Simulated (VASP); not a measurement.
# Si2Ni: the relaxed cell at several levels

Aim: relax Si2Ni at several levels and hold each cell against experiment. The levels: PBE, LDA, r2SCAN and PBE + D3(BJ). The start is a cell from a database of measured crystal structures.

Method: PBE, spin-polarised from a ferromagnetic start (one magnetic atom a cell); plane waves and PAW (Si, Ni), in the first sound run; inputs show where later runs differ, in VASP 6.6.1.

**What experiment says.**

For NiSi2, cubic Fm-3m (bulk crystal), “Metallic Nickel Silicides: Experiments and Theory for NiSi and First Principles Calculations for Other Phases” (2016, arxiv:1602.05840) quotes earlier work: lattice constant a (cubic lattice parameter) 5.406 Å [literature experimental value used as calculation input].

Most raw output is cut from this account.

## 1. The starting structure

Before any relaxation, the start is as follows. The structure is cubic, space group Fm-3m (No. 225). Conventional cell: a = 5.406 Å, b = 5.406 Å, c = 5.406 Å, α = 90.00°, β = 90.00°, γ = 90.00°. Nearest to Si lie 4 Ni at 2.34 Å. Ni has 8 Si at 2.34 Å nearest. Farther neighbours are not listed.

## 2. Relaxation with PBE

The start need not lie at this functional's minimum. ISIF = 3 frees volume, shape and positions, and EDIFFG sets the threshold on forces and stress at which the search stops. PBE, the usual starting point, adds the gradient of the density.

The input, INCAR:

```
SYSTEM = Si2Ni
PREC = Accurate
ENCUT = 520
EDIFF = 1E-06
NELM = 100
ISMEAR = -1
SIGMA = 0.05
LREAL = .FALSE.
ALGO = Normal
GGA = PE
NBANDS = 17
ISPIN = 2
MAGMOM = 0 0 1
LASPH = .TRUE.
LMAXMIX = 4
LORBIT = 11
LWAVE = .FALSE.
LCHARG = .FALSE.
KPAR = 2
IBRION = 2
NSW = 60
ISIF = 3
EDIFFG = -0.01
```

The input, POSCAR:

```
Si2Ni
1.0
    0.0000000000      2.7030000000      2.7030000000
    2.7030000000      0.0000000000      2.7030000000
    2.7030000000      2.7030000000      0.0000000000
Si Ni
2 1
Direct
    0.2500000000      0.2500000000      0.2500000000
    0.7500000000      0.7500000000      0.7500000000
    0.0000000000      0.0000000000      0.0000000000
```

The input, KPOINTS:

```
Automatic mesh
0
Gamma
7 7 7
0 0 0
```

The projector-augmented-wave data sets are Si and Ni (PBE family, release 64).

On the command line:

```console
> mpirun -np 2 vasp_std
```

Elapsed: 38 s, on 2 MPI ranks of AMD EPYC 7R43, shared host; peak memory 0.3 GiB.

The moments of the start collapse, so the state is non-magnetic; other starts or orders were not tried. The k-mesh is coarse for a metal. The run keeps the 48 symmetry operations of its start, so it cannot find a distortion of lower symmetry.

Step by step:

| step | energy less that of the first step (eV) | largest force (eV/Å) | pressure (GPa) | volume (Å³) |
| --- | --- | --- | --- | --- |
| 1 | 0.0000 | 0.0000 | 2.92 | 39.50 |
| 2 | -0.0023 | 0.0000 | -2.31 | 40.88 |
| 3 | -0.0069 | 0.0000 | 0.00 | 40.26 |

| conventional cell, symmetrised | before | after | change |
| --- | --- | --- | --- |
| a (Å) | 5.406 | 5.441 | +0.6 % |
| b (Å) | 5.406 | 5.441 | +0.6 % |
| c (Å) | 5.406 | 5.441 | +0.6 % |
| volume (Å³/atom) | 13.17 | 13.42 | +1.9 % |

Final coordinates:

```
Si Ni
1.0
     0.00000    2.72027    2.72027
     2.72027    0.00000    2.72027
     2.72027    2.72027    0.00000
Si Ni
2 1
Direct
  0.25000 0.25000 0.25000
  0.75000 0.75000 0.75000
  0.00000 0.00000 0.00000
```

Numbers from this step:

- electrons: 18
- bands: 17
- irreducible k-points: 20
- symmetry operations: 48
- free energy (TOTEN): -17.39 eV
- energy at zero smearing: -17.38 eV
- Fermi energy: 10.08 eV
- pressure: 0.004095 GPa
- metallic: yes
- SCF cycles over all ionic steps: 31

The spin moment in the PAW sphere vanishes on all atoms.

It ends with forces that vanish by symmetry and a pressure of 0.00 GPa. The volume lies +1.9 % from that of the database's start. The conventional cell has a = 5.441 Å.

## 3. Relaxation with LDA

This step: LDA, spin-polarised from a ferromagnetic start (one magnetic atom a cell); plane waves and PAW (Si, Ni) (VASP 6.6.1).

LDA, the lowest rung, knows the local density alone.

INCAR: that of step 2 with these lines changed.

```diff
@@ -9,3 +9,3 @@
 ALGO = Normal
-GGA = PE
+GGA = CA
 NBANDS = 17
```

POSCAR is that of step 2.

KPOINTS is that of step 2.

On the command line:

```console
> mpirun -np 2 vasp_std
```

The job ended after 24 s (2 MPI ranks; peak memory 0.25 GiB).

The PAW data sets were made with PBE, though LDA sets exist; this is a small mismatch.

Relaxation path:

```csv
step,energy less that of the first step (eV),largest force (eV/Å),pressure (GPa),volume (Å³)
1,0.0000,0.0000,-3.83,39.50
2,-0.0043,0.0000,3.78,37.72
3,-0.0131,0.0000,0.11,38.48
```

```
conventional cell, symmetrised  before  after  change
                         a (Å)   5.406  5.359  -0.9 %
                         b (Å)   5.406  5.359  -0.9 %
                         c (Å)   5.406  5.359  -0.9 %
              volume (Å³/atom)   13.17  12.83  -2.6 %
```

Final coordinates:

```cif
data_structure
_symmetry_space_group_name_H-M 'P 1'
_symmetry_Int_Tables_number 1
_cell_length_a 3.7896
_cell_length_b 3.7896
_cell_length_c 3.7896
_cell_angle_alpha 60.000
_cell_angle_beta 60.000
_cell_angle_gamma 60.000
_cell_volume 38.48
loop_
_atom_site_label
_atom_site_type_symbol
_atom_site_fract_x
_atom_site_fract_y
_atom_site_fract_z
_atom_site_occupancy
Si1 Si 0.25000 0.25000 0.25000 1
Si2 Si 0.75000 0.75000 0.75000 1
Ni3 Ni 0.00000 0.00000 0.00000 1
```

Numbers from this step:

* free energy (TOTEN): -19.83 eV
* energy at zero smearing: -19.83 eV
* Fermi energy: 10.56 eV
* pressure: 0.1091 GPa
* SCF cycles over all ionic steps: 30

It ends at 12.83 Å³/atom, -2.6 % from the start, with 0.11 GPa left. The conventional cell has a = 5.359 Å.

## 4. Relaxation with r2SCAN

This step: r2SCAN, spin-polarised from a ferromagnetic start (one magnetic atom a cell); plane waves and PAW (Si, Ni) (VASP 6.6.1).

r2SCAN adds the kinetic-energy density, costs more than a GGA and is run with LASPH.

INCAR: that of step 3 with these lines changed.

```diff
@@ -9,3 +9,4 @@
 ALGO = Normal
-GGA = CA
+METAGGA = R2SCAN
+LASPH = .TRUE.
 NBANDS = 17
@@ -13,3 +14,2 @@
 MAGMOM = 0 0 1
-LASPH = .TRUE.
 LMAXMIX = 4
```

POSCAR is that of step 3.

KPOINTS is that of step 3.

On the command line:

```console
> mpirun -np 2 vasp_std
```

It took 1.9 min on 2 MPI ranks; peak memory 0.3 GiB.

The PAW data sets were made with PBE, which is usual practice but a small mismatch for other functionals.

Step by step:

```csv
step,energy less that of the first step (eV),largest force (eV/Å),pressure (GPa),volume (Å³)
1,0.0000,0.0000,-2.04,39.50
2,0.0005,0.0000,2.26,38.55
3,-0.0028,0.0000,0.00,39.04
```

```
conventional cell, symmetrised  before  after  change
                         a (Å)   5.406  5.385  -0.4 %
                         b (Å)   5.406  5.385  -0.4 %
                         c (Å)   5.406  5.385  -0.4 %
              volume (Å³/atom)   13.17  13.01  -1.2 %
```

Final coordinates:

```xyz
3
Lattice="0.0000 2.6925 2.6925 2.6925 0.0000 2.6925 2.6925 2.6925 0.0000" Properties=species:S:1:pos:R:3 pbc="T T T"
Si    1.3463    1.3463    1.3463
Si    4.0388    4.0388    4.0388
Ni    0.0000    0.0000    0.0000
```

It ends at 13.01 Å³/atom, -1.2 % from the start, with 0.00 GPa left. The conventional cell has a = 5.385 Å.

## 5. Relaxation with PBE + D3(BJ)

This step: PBE with D3(BJ), spin-polarised from a ferromagnetic start (one magnetic atom a cell); plane waves and PAW (Si, Ni) (VASP 6.6.1).

A dispersion term adds the long-range attraction that semilocal functionals lack. D3 with Becke-Johnson damping keeps a finite attraction at short range.

INCAR: that of step 4 with these lines changed.

```diff
@@ -9,4 +9,4 @@
 ALGO = Normal
-METAGGA = R2SCAN
-LASPH = .TRUE.
+GGA = PE
+IVDW = 12
 NBANDS = 17
@@ -14,2 +14,3 @@
 MAGMOM = 0 0 1
+LASPH = .TRUE.
 LMAXMIX = 4
```

POSCAR is that of step 4.

KPOINTS is that of step 4.

On the command line:

```console
> mpirun -np 2 vasp_std
```

It took 30 s on 2 MPI ranks; peak memory 0.32 GiB; 58 s of CPU time.

Dispersion corrections of this kind ignore metallic screening and tend to overbind metals.

The steps of the relaxation:

| step | energy less that of the first step (eV) | largest force (eV/Å) | pressure (GPa) | volume (Å³) |
| --- | --- | --- | --- | --- |
| 1 | 0.0000 | 0.0000 | -2.60 | 39.50 |
| 2 | -0.0004 | 0.0000 | 2.67 | 38.29 |
| 3 | -0.0050 | 0.0000 | 0.01 | 38.87 |

```
conventional cell, symmetrised  before  after  change
                         a (Å)   5.406  5.377  -0.5 %
                         b (Å)   5.406  5.377  -0.5 %
                         c (Å)   5.406  5.377  -0.5 %
              volume (Å³/atom)   13.17  12.96  -1.6 %
```

The relaxed structure:

```xyz
3
Lattice="0.0000 2.6887 2.6887 2.6887 0.0000 2.6887 2.6887 2.6887 0.0000" Properties=species:S:1:pos:R:3 pbc="T T T"
Si    1.3444    1.3444    1.3444
Si    4.0331    4.0331    4.0331
Ni    0.0000    0.0000    0.0000
```

It ends at 12.96 Å³/atom, -1.6 % from the start, with 0.01 GPa left. The conventional cell has a = 5.377 Å. Against plain PBE, the dispersion term moves a by -1.2 %.

## 6. The cells as a table

This step: relaxed cells at several levels; plane waves and PAW (VASP 6.6.1).

Derived from the runs above.

Lengths are those of the conventional cell; cost is the wall time of each run, as given at its step, times its ranks, without the set-up around it. Results by level, by row:

| level | volume (Å³/atom) | change from the start (%) | a (Å) | largest site moment (μB) | cost (core minutes) |
| --- | --- | --- | --- | --- | --- |
| PBE | 13.42 | 1.9 | 5.441 | 0 | 1.27 |
| LDA | 12.83 | -2.6 | 5.359 | 0 | 0.8 |
| r2SCAN | 13.01 | -1.2 | 5.385 | 0 | 3.83 |
| PBE + D3(BJ) | 12.96 | -1.6 | 5.377 | 0 | 1 |

## 7. What came out

| Property | Result |
| --- | --- |
| volume, PBE | 13.42 Å³/atom |
| volume, LDA | 12.83 Å³/atom |
| volume, r2SCAN | 13.01 Å³/atom |
| volume, PBE + D3(BJ) | 12.96 Å³/atom |

In words: For Si2Ni the levels give volumes between 12.83 Å³/atom (LDA) and 13.42 Å³/atom (PBE), a spread of 4.6 %, while the cost of the finished runs spans a factor of 4.8. Within 1 % of experiment on every length: PBE, LDA, r2SCAN and PBE + D3(BJ). The nearest, r2SCAN, took 4.8 times the core time of LDA and lowers the largest miss from 0.86 to 0.39 %. Thermal and zero-point expansion, often some tenths of a per cent in length, bear on this order: with the measured lengths lowered by an assumed 0.4 % the nearest is still r2SCAN. The costs hold the number of ionic steps as well as the price of the functional. All runs lost the moments they were started with, so they describe a non-magnetic state; an order that doesn't fit this cell would change the volume. Adding D3(BJ) to PBE changes the volume by -3.4 % (a by -1.2 %). Pairwise corrections of the D and TS kind ignore the screening in a metal, so they may overbind here. Within 0.02 Å all end in space group Fm-3m; the runs can't lower the symmetry of the start. The k-sampling is coarse for a metal, so the Fermi level, moments, pressures and the shape of the cell carry errors. Only the typed magnetic starts were tried, so the magnetic ground state may differ and with it the other results. Each is a single relaxation on the plane waves of the start cell, so larger changes of volume carry a basis-set error that was not tested here.

Computed beside measured:

| quantity | measured | PBE | LDA | r2SCAN | PBE + D3(BJ) |
| --- | --- | --- | --- | --- | --- |
| lattice constant a (Å) | 5.406 | 5.441 (+0.6 %) | 5.359 (-0.9 %) | 5.385 (-0.4 %) | 5.377 (-0.5 %) |

Measured values from arxiv:1602.05840 (2016).

**Verdict.** For the lattice constant a, of the levels listed nearest comes r2SCAN (-0.4 %) and farthest LDA (-0.9 %). The magnetic state of these runs (no moments) need not be that of the sample, so the match is not graded. Zero-point motion and thermal expansion are not in the computed lattice constants.

[Lines on the potential files, build, host, timing and source positions are cut from VASP's logs without a mark.]

[Logs are printed without paths, hosts, clocks, repeated set-up lines and the standing remarks that a program may print on its own settings, such as how far it seeks lower states.]

[Hosts, paths, dates, database ids (printed as entryN), source tags and the programs' standing remarks are cut or masked in the printed files.]

[A measured line is paired with the nearest computed mode of its activity, which favours agreement.]
